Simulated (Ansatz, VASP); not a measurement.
# ZnS (Wurtzite-2H): VASP beside Ansatz, part 2 of 2

Wanted: the spread between two codes on one cell, functional and k mesh. The cell is taken from a series of runs on this material, whose earlier steps may have relaxed, scaled, displaced or heated it; both programs get it as it stands.

VASP 6.6.1 and Ansatz 0.2.0.

So far: The starting structure; VASP: zone-centre phonons, r2SCAN.

**3. Ansatz: zone-centre phonons, r2SCAN**

Level of this step: Ansatz beside VASP: Kohn-Sham DFT, plane waves, r2SCAN (Ansatz).

Ansatz runs on its PAW soft_1 files.

The same cell, functional and mesh now go to Ansatz, which takes its cutoff from its data sets.

The input, input.yaml:

```yaml
crystal:
  lattice:
    - [3.8265608023, 0.0, 0.0]
    - [-1.9132804012, 3.3138988639, 0.0]
    - [0.0, 0.0, 6.2760146589]
  atoms:
    - { symbol: Zn, position: [0.3333333333, 0.6666666667, 0.0002891419] }
    - { symbol: Zn, position: [0.6666666667, 0.3333333333, 0.5002891419] }
    - { symbol: S, position: [0.3333333333, 0.6666666667, 0.3747108581] }
    - { symbol: S, position: [0.6666666667, 0.3333333333, 0.8747108581] }
kpoints:
  mp_grid: { grid: [9, 9, 4] }
hamiltonian:
  xc: r2scan
  pseudopotentials: { kind: paw, azcp: { folder: soft_1 } }
scf:
  occupations: { method: fixed }
output:
  eigenvalues: true
phonons:
  method: dfpt
  dielectric: true
  rigid_motions: translations
```

The run is started by

```console
> ansatz run input.yaml --threads 4 --pin off --max-ram 8192MiB --backend cpu --events-out ev --progress --plain --runs-dir out
```

Numbers of over 12 decimals in the logs are rounded to 6 here.

Log:

```text
Engine: ansatz 0.2.0, aarch64-unknown-linux-gnu
Pseudopotentials: kind: paw
Pseudopotential: Zn, paw, valence charge 12, recommended cutoff 500 eV (meta_gga), soft_1/Zn.paw.azcp
Pseudopotential: S, paw, valence charge 6, recommended cutoff 500 eV (meta_gga), soft_1/S.paw.azcp
Functional definition: r2SCAN
  parameter k0 = 0.174
  parameter k1 = 0.065
  parameter a1 = 4.9479
  exchange = r2scan_x(k0 = k0, k1 = k1, a1 = a1)
  correlation = r2scan_c
Crystal: 4 atoms, lattice volume = 79.585 Å³
Basis set: ecut = 500 eV, 1985 PW (Γ), exchange–correlation on 150×150×240 points (125 copies of the dense FFT grid, shifted against one another)
Bands: 22, of which v1, the nominal top of the filled ones, is band 18 counted from 1 (17 counted from 0)
Symmetry: 12 space group operations
k-points: 95 of 324 (irreducible under 2 space group operations, time reversal used)
Non-local potential: Zn, projectors of the file, l = 0: 2, l = 1: 2, l = 2: 3, l = 3: 1
Non-local potential: S, projectors of the file, l = 0: 2, l = 1: 2, l = 2: 1
PAW form: soft (Blöchl's): semilocal exchange-correlation on the pseudo side does not see the compensation charge
PAW frozen core: Zn, regenerated for the run's functional (the file was generated under x = pbe(κ = 0.804, μ = 0.219515), c = pbe(β = 0.066725))
PAW frozen core: S, regenerated for the run's functional (the file was generated under x = pbe(κ = 0.804, μ = 0.219515), c = pbe(β = 0.066725))
PAW one-centre angular grid: Zn, 590 points (default); XC on 160 Gauss nodes
PAW one-centre angular grid: S, 302 points (default); XC on 160 Gauss nodes
Initial density: superposition of atomic densities (chi_scale 0.1, normalization cell, long waves kept (reshape's long-wave potential 0.00 eV rms))
Initial wavefunctions: pseudopotential atomic-orbital guess
Functional: x = r2scan, c = r2scan; τ floored in thin density (d = 2e-4 eV/Å³)
SCF iter   1: F=—  HF=-8466.995023 eV  |F-HF|=—  |Δ(HF+E_count)|=         —  Δρ=5.33e-2  dr2=1.19e0  dr2_τ=2.71e-2  ethr=3.10e-3  ⟨swp⟩=5.0  Hψ=10306  notcnv=0  defer=177
preconditioner: auto → Resta (q_TF=auto, 2.390 Å⁻¹)  ε∞=5.5  [insulator: Δε(μ)=2.774 eV  Ē_g=11.722 eV  n_scr=22 (ndim 8)  ℏωp=25.0 eV  f_vac=0.007  ε∞_Penn≈5.5]
SCF iter   2: F=—  HF=-8466.878603 eV  |F-HF|=—  |Δ(HF+E_count)|=   1.16e-1  Δρ=1.79e-2  dr2=2.00e-1  dr2_τ=3.05e-3  ethr=3.10e-3  ⟨swp⟩=2.0  Hψ=4599  notcnv=0  defer=151
SCF iter   3: F=—  HF=-8466.889330 eV  |F-HF|=—  |Δ(HF+E_count)|=   1.07e-2  Δρ=1.28e-2  dr2=8.54e-2  dr2_τ=8.47e-4  ethr=5.56e-4  ⟨swp⟩=2.0  Hψ=4370  notcnv=0  defer=188
SCF iter   4: F=—  HF=-8466.888492 eV  |F-HF|=—  |Δ(HF+E_count)|=   8.38e-4  Δρ=3.44e-3  dr2=6.11e-3  dr2_τ=6.91e-5  ethr=2.37e-4  ⟨swp⟩=2.0  Hψ=3998  notcnv=0  defer=188
SCF iter   5: F=—  HF=-8466.889878 eV  |F-HF|=—  |Δ(HF+E_count)|=   1.39e-3  Δρ=8.32e-4  dr2=3.24e-4  dr2_τ=2.79e-5  ethr=1.70e-5  ⟨swp⟩=2.8  Hψ=4480  notcnv=0  defer=188
SCF iter   6: F=—  HF=-8466.889972 eV  |F-HF|=—  |Δ(HF+E_count)|=   9.42e-5  Δρ=3.62e-4  dr2=7.32e-5  dr2_τ=7.26e-7  ethr=9.01e-7  ⟨swp⟩=2.0  Hψ=3343  notcnv=0  defer=188
SCF iter   7: F=—  HF=-8466.889998 eV  |F-HF|=—  |Δ(HF+E_count)|=   2.53e-5  Δρ=9.25e-5  dr2=3.24e-6  dr2_τ=3.36e-8  ethr=2.03e-7  ⟨swp⟩=2.7  Hψ=4293  notcnv=0  defer=106
SCF iter   8: F=—  HF=-8466.889998 eV  |F-HF|=—  |Δ(HF+E_count)|=   9.06e-7  Δρ=1.90e-5  dr2=1.72e-7  dr2_τ=2.24e-9  ethr=9.00e-9  ⟨swp⟩=2.4  Hψ=3737  notcnv=0  defer=2
SCF iter   9: F=—  HF=-8466.889998 eV  |F-HF|=—  |Δ(HF+E_count)|=   5.70e-8  Δρ=2.31e-6  dr2=3.97e-9  dr2_τ=5.99e-11  ethr=4.77e-10  ⟨swp⟩=3.0  Hψ=4067  notcnv=0  defer=2
SCF iter  10: F=—  HF=-8466.889998 eV  |F-HF|=—  |Δ(HF+E_count)|=  9.51e-10  Δρ=4.90e-7  dr2=1.74e-10  dr2_τ=4.38e-12  ethr=1.10e-11  ⟨swp⟩=2.2  Hψ=3613  notcnv=0  defer=2
SCF iter  11: F=-8466.889998 eV  HF=-8466.889998 eV  |F-HF|=7.28e-12  |Δ(HF+E_count)|=  7.82e-11  Δρ=7.81e-8  dr2=4.25e-12  dr2_τ=1.19e-13  ethr=1.00e-12  ⟨swp⟩=9.3  Hψ=14928  notcnv=0
SCF 1 converged in 11 iterations: F = -8466.889998 eV  dr2 = 4.25e-12
  greatest PAW one-centre occupation: 0.983 electrons in one spin orbital (limit 2), on the Zn atom at site 0 (counted from 0), in its partial waves of l = 2
NSCF: frozen V_eff on 4 k-points
DFPT response loops at Γ: preconditioner auto → Resta (q_TF=auto, 2.390 Å⁻¹)  ε∞=4.7 (no band partly filled); β = 1.00, the filter's whole step (`scf.mixing.beta` (0.50) is not read by the response loops at its default; to damp them type it under 1.00, their step now; it binds the ground state too); Broyden in place of MSR1
── the response to a field inside a basis, on 10×10×4 k-points: an SCF that follows is theirs, and a resumed run solves both again ──
Bands: 19, of which v1, the nominal top of the filled ones, is band 18 counted from 1 (17 counted from 0)
k-points: 60 of 400 (irreducible under 4 space group operations, time reversal used)
Initial density: handed on by an earlier stage of this run
Initial wavefunctions: pseudopotential atomic-orbital guess (no wavefunctions were taken with the density)
Eigensolver: Dense (60 Hₖ)
SCF iter   1: F=—  HF=-8466.880523 eV  |F-HF|=—  |Δ(HF+E_count)|=         —  Δρ=1.52e-4  dr2=5.00e-6  dr2_τ=1.80e-6  ethr=1.00e-1
preconditioner: auto → Resta (q_TF=auto, 2.390 Å⁻¹)  ε∞=7.1  [insulator: Δε(μ)=3.190 eV  Ē_g=10.096 eV  n_scr=22 (ndim 8)  ℏωp=25.0 eV  f_vac=0.039  ε∞_Penn≈7.1]
SCF iter   2: F=—  HF=-8466.880526 eV  |F-HF|=—  |Δ(HF+E_count)|=   3.30e-6  Δρ=1.42e-4  dr2=6.39e-6  dr2_τ=4.84e-7  ethr=1.39e-8
SCF iter   3: F=—  HF=-8466.880527 eV  |F-HF|=—  |Δ(HF+E_count)|=   1.44e-6  Δρ=4.56e-5  dr2=6.80e-7  dr2_τ=3.87e-8  ethr=1.39e-8
SCF iter   4: F=-8466.880527 eV  HF=-8466.880527 eV  |F-HF|=4.28e-8  |Δ(HF+E_count)|=   7.86e-7  Δρ=6.57e-6  dr2=2.41e-8  dr2_τ=6.00e-10  ethr=1.89e-9
SCF 1 converged in 4 iterations: F = -8466.880527 eV  dr2 = 2.41e-8
DFPT response loops at Γ: preconditioner auto → Resta (q_TF=auto, 2.390 Å⁻¹)  ε∞=4.3 (no band partly filled); β = 1.00, the filter's whole step (`scf.mixing.beta` (0.50) is not read by the response loops at its default; to damp them type it under 1.00, their step now; it binds the ground state too); Broyden in place of MSR1
WARN: field response: ε∞ stands inside a basis, on 10×10×4 points; the force constants stand on the 9×9×4 k-mesh, whose period is 11.20 times the interband length at k = (0.0000, 0.0000, 0.0000), direct gap 2.703 eV, under 14: take them and everything formed from them as unconverged, and compare with a denser kpoints.mp_grid
SCF converged after 11 iterations
Free energy (F): -8466.889998 eV
Harris-Foulkes:  -8466.889998 eV  (|F-HF|=7.28e-12)
Internal energy: -8466.889998 eV  (E = F + TS)
E sigma→0 (E₀):  -8466.889998 eV
Fermi energy:    5.399215 eV
--- Per-component energies (eV) ---
  E_band       = -8.727477
  E_kinetic    = 502.654526
  E_local      = -4566.252966  (includes V_loc(G=0)·N_el)
  E_nonlocal   = 1721.899321
  E_hartree    = 1746.403132
  E_xc         = -307.381018
  E_vxc        = -280.211462  (∫ρ·V_xc dr)
  E_paw        = -5066.937383  (= ΣΔE_a)
  E_vpaw       = -893.214144  (= ΣTr[D̂ρ^β])
  E_aug_tail   = 0.000138  (compensation charges beyond the density's cutoff)
  E_vtau       = 13.590832  (kinetic-family band-sum trace: ∫τ·v_τ [+ j·A + Jᵃ·Aᵃ] dr)
  E_ewald      = -2496.690982
  E_core_change = -0.584767  (= ΣΔE_core)
  E_smearing   = -0.000000  (= −TS)
  E_closure    = -0.000000  (closes the sum)
  Σ components = -8466.889998   (vs F -8466.889998, Δ=0.00e0)
--- Band table (eV; the first three rows and the last of 95) ---
  k-point 0: bands = [... 14 lower, 4.5005, 5.3192, 5.3992, 5.3992, 8.1021, 8.9734, 12.1788, 12.1788]
  k-point 1: bands = [... 14 lower, 4.6230, 4.6230, 5.2573, 5.2573, 8.9709, 9.1316, 12.1322, 12.2700]
  k-point 2: bands = [... 14 lower, 4.9305, 4.9305, 4.9305, 4.9305, 9.4457, 9.4457, 12.6294, 12.6294]
  k-point 94: bands = [... 14 lower, 3.1544, 3.1544, 3.8739, 3.8739, 10.3371, 10.3371, 12.0643, 12.0643]
--- Phonons (Γ-DFPT): 4 representative perturbations + reference, on 95 of 324 k-points (Σ response iterations 28) ---
  k mesh reduced under 2 symmetry operations, with k and −k counted as one. Each operation leaves every solved perturbation unchanged. A smaller set is not considered because the functional reads the kinetic-energy density
  ASR residual: 5.191e-4 → 0.000e0 eV/Å²; symmetrization residual: 1.269e-5 eV/Å²
  ASR residual per site (eV/Å²): 1.52e-5 1.52e-5 5.19e-4 5.19e-4
  Γ frequencies (cm⁻¹): 0.00 0.00 0.00 72.76 72.76 192.03 261.40 266.58 266.58 272.80 272.80 331.68
  ε∞ (high-frequency dielectric tensor):
        5.330881     0.000000     0.000000
        0.000000     5.330881     0.000000
        0.000000     0.000000     5.433819
  ε⁰ (static dielectric tensor: ions relaxed, cell fixed):
        8.430801     0.000000     0.000000
        0.000000     8.430801    -0.000000
        0.000000    -0.000000     8.970210
  ε⁰ − ε∞ (ionic part):
        3.099920     0.000000    -0.000000
        0.000000     3.099920    -0.000000
       -0.000000    -0.000000     3.536391
  softest optical mode at Γ: 72.76 cm⁻¹; the repairs (sum rule, projections) moved no ω² at Γ by more than (2.39 cm⁻¹)²
  Born effective charges Z* (e; rows j = field, columns β = displacement):
    site 0:
         1.95760    0.00000    0.00000
         0.00000    1.95760    0.00000
         0.00000    0.00000    2.05030
    site 1:
         1.95760    0.00000    0.00000
         0.00000    1.95760    0.00000
         0.00000    0.00000    2.05030
    site 2:
        -1.95760   -0.00000   -0.00000
        -0.00000   -1.95760   -0.00000
        -0.00000   -0.00000   -2.05030
    site 3:
        -1.95760   -0.00000   -0.00000
        -0.00000   -1.95760   -0.00000
        -0.00000   -0.00000   -2.05030
  Z* charge neutrality: 2.192e-3 e pre-enforcement
  solved inside a basis spanned on kpoints, on 10×10×4 k-points, its susceptibility summed on 14×14×8: ε∞ is read to err by 1.6e-2, Z* by 1.6e-2 e (field_mesh: kpoints solves on kpoints); Z* is corrected for what the basis lacks
  optical modes at Γ without the LO–TO term, one row a degenerate level:
      ω (cm⁻¹)  modes    IR ((D/Å)²/amu)
         72.76      2             0.0000
        192.03      1             0.0000
        261.40      1             9.0169
[...]
optical modes at Γ + LO–TO along q̂ = [1.0000, 0.0000, 0.0000]:
      ω (cm⁻¹)  modes    IR ((D/Å)²/amu)
[...]
optical modes at Γ + LO–TO along q̂ = [0.0000, 1.0000, 0.0000]:
      ω (cm⁻¹)  modes    IR ((D/Å)²/amu)
[...]
331.68      1             0.0000
        335.24      1             8.2200
  optical modes at Γ + LO–TO along q̂ = [0.0000, 0.0000, 1.0000]:
      ω (cm⁻¹)  modes    IR ((D/Å)²/amu)
         72.76      2             0.0000
        192.03      1             0.0000
        266.58      2            16.4399
        272.80      2             0.0000
        331.68      1             0.0000
        335.86      1             9.0169
```

The column dr2 measures how far the density is from self-consistency, as an energy; F and HF (Harris–Foulkes) agree once it is small.

**4. Differences**

Known differences besides the potentials themselves: VASP keeps PBE cores, Ansatz makes them for the functional; fixed occupations in Ansatz, narrow Gaussian smearing in VASP; the cutoff is 500 eV in Ansatz and 550 eV in VASP; VASP uses finite displacements, Ansatz perturbation theory. Total energies have different zeros and are not compared.

The two programs side by side:

```csv
quantity,Ansatz,VASP,difference
optical mode 1 to 2 (cm⁻¹),72.8,90.3,-19.43 %
optical mode 3 (cm⁻¹),192.0,195.0,-1.54 %
optical mode 4 (cm⁻¹),261.4,265.1,-1.38 %
optical mode 5 to 6 (cm⁻¹),266.6,271.5,-1.83 %
optical mode 7 to 8 (cm⁻¹),272.8,275.7,-1.07 %
optical mode 9 (cm⁻¹),331.7,332.6,-0.28 %
```

Modes are paired by rising frequency, not by their patterns, so a pair may set unlike modes beside each other; they are those without the splitting of longitudinal modes.

**5. What came out**

```yaml
r_m_s_difference_of_the_optical_zone_centre_modes_each_program_s_sorted_by_frequency_zone_centre_phonons_r2scan: 8.9 cm⁻¹
difference_in_optical_mode_1_to_2_zone_centre_phonons_r2scan: -19.4 %
```

What this shows: The r.m.s. difference of the optical zone-centre modes, each program's sorted by frequency is 8.9 cm⁻¹ (zone-centre phonons, r2SCAN). Among the rows given in per cent, the largest difference of the zone-centre phonons, r2SCAN pair is in optical mode 1 to 2, -19.4 %. What causes the difference of the zone-centre phonons, r2SCAN pair stays open here. How closely two codes agree says nothing of how well the functional describes the real material.

[Lines on the potential files, build, host, timing and source positions are cut from VASP's logs without a mark.]

[Logs are printed without paths, hosts, clocks, repeated set-up lines and the standing remarks that a program may print on its own settings, such as how far it seeks lower states.]

[Hosts, paths, dates, database ids (printed as entryN), source tags and the programs' standing remarks are cut or masked in the printed files.]
